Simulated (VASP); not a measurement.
Energy against volume of Pb (fcc). Calculation: LDA (Ceperley-Alder, Perdew-Zunger), VASP's LDA PAW potentials (set 64) (plane waves; VASP). Numerical set-up: 520 eV cut-off, 13×13×13 Γ-centred mesh, first-order Methfessel-Paxton smearing of 0.10 eV, potentials Pb_d.

```csv
V (Å³/atom),E (eV/atom)
27.441,-4.23397
28.317,-4.24771
29.193,-4.25143
30.069,-4.24681
```

Task: Fit these four points and predict the energy of the run at 30.944 Å³/atom.

Result: A cubic in V^(−2/3), the third-order Birch-Murnaghan form, passes through the four points with V0 = 29.12 Å³/atom and B0 = 51 GPa, and gives -4.2353 eV/atom there. The run gave -4.2349 eV/atom, +0.4 meV/atom from the fit; all five points give B0 = 52 GPa.

The compound is Pb in the fcc structure. It was relaxed first.
